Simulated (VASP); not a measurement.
VASP ran on this input.

INCAR:
```
! general
SYSTEM  = AgCl
PREC    = Accurate
ENCUT   = 400
LREAL   = F
LASPH   = T

! electronic loop
EDIFF   = 1E-6
NELM    = 100
ALGO    = Normal
LMAXMIX = 4

! smearing
ISMEAR  = 0
SIGMA   = 0.05

! functional
GGA     = PS

! ions
IBRION  = 2
NSW     = 60
ISIF    = 3
EDIFFG  = -0.01

! output
LWAVE   = F
LCHARG  = F
```

POSCAR:
```
AgCl
1.0
  3.2110000000   0.0000000000   0.0000000000
  0.0000000000   3.2110000000   0.0000000000
  0.0000000000   0.0000000000   3.2110000000
Ag Cl
1 1
Cart
  0.0000000000   0.0000000000   0.0000000000
  1.6055000000   1.6055000000   1.6055000000
```

**KPOINTS**
```
Automatic mesh
0
Gamma
 7 7 7
0 0 0
```

POTCAR, in this order: Ag Cl (PBE.64 set). Program: vasp_std.

Translate this PBEsol calculation to Ansatz.

One equivalent input (not run):
Ansatz 0.2 input:
```yaml
crystal:
  lattice:
    - [3.2110000, 0.0000000, 0.0000000]
    - [0.0000000, 3.2110000, 0.0000000]
    - [0.0000000, 0.0000000, 3.2110000]
  atoms:
    - { symbol: Ag, position: [0.0000000, 0.0000000, 0.0000000] }
    - { symbol: Cl, position: [0.5000000, 0.5000000, 0.5000000] }
kpoints:
  mp_grid: { grid: [7, 7, 7] }
hamiltonian:
  xc: pbesol
  pseudopotentials: { kind: paw }
scf:
  occupations: { method: gaussian, width: 0.05 }
  max_iter: 100
relax:
  max_steps: 60
  f_tol: 0.01
  cell: {}
output: { forces: true, stress: true, eigenvalues: true }
```
What does not carry over: each code has its own PAW files, so the cut-off isn't converted (ENCUT is set for VASP's; basis.ecutwfc is left out, and Ansatz then takes the one that its files recommend); Ansatz stops its SCF on the density residual and VASP on the energy change (EDIFF).

The structure was generated: AgCl was put into the CsCl type type (Pm-3m), which need not be its known phase. This run relaxes it. Symmetry was kept, so distortions that lower it aren't found.
